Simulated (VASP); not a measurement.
OSZICAR of a VASP run on Ga$_{31}$P$_{32}$Si:

### OSZICAR
```
       N       E                     dE             d eps       ncg     rms          rms(c)
DAV:   1    -0.348160197339E+03   -0.34816E+03   -0.17088E+01   322   0.107E+01    0.110E+01
DAV:   2    -0.348279673618E+03   -0.11948E+00   -0.52550E-01   355   0.124E+00    0.729E+00
DAV:   3    -0.348249407286E+03    0.30266E-01   -0.25803E-02   355   0.300E-01    0.425E+00
DAV:   4    -0.348236259235E+03    0.13148E-01   -0.77756E-03   372   0.162E-01    0.239E+00
DAV:   5    -0.348231729559E+03    0.45297E-02   -0.22813E-03   372   0.852E-02    0.133E+00
DAV:   6    -0.348230098634E+03    0.16309E-02   -0.55138E-04   356   0.459E-02    0.735E-01
DAV:   7    -0.348229519449E+03    0.57918E-03   -0.18521E-04   340   0.283E-02    0.400E-01
DAV:   8    -0.348229322608E+03    0.19684E-03   -0.69414E-05   356   0.176E-02    0.215E-01
DAV:   9    -0.348229259118E+03    0.63490E-04   -0.22364E-05   235   0.106E-02    0.117E-01
DAV:  10    -0.348229240354E+03    0.18764E-04   -0.11342E-05   203   0.743E-03    0.603E-02
DAV:  11    -0.348229235989E+03    0.43650E-05   -0.37701E-06   203   0.413E-03
   1 F= -.34822924E+03 E0= -.34822924E+03  d E =-.357107E-15
```

Task: Which electronic solver shows in the log?

Result: It is blocked Davidson (ALGO = Normal, or the opening steps of other solvers). The INCAR had ALGO = Normal.

Task: Can the final energy be trusted as converged?

Result: Self-consistency was reached. It stopped with EDIFF = 1E-5, NELM = 50 (HSE06 screened hybrid, plane waves, VASP's PBE PAW potentials (set 64)). The cell is charged, with a uniform compensating background. The supercell is sampled at Γ alone, which is coarse: total energies, pressure and levels can be off, energies of defects by several tenths of an eV.

The cell is a supercell with a defect, built from GaP (zinc blende): Si_Ga, charge +1. The cell's shape comes from a PBE relaxation. The run is not spin-polarised, so no state with unpaired spins was tried.
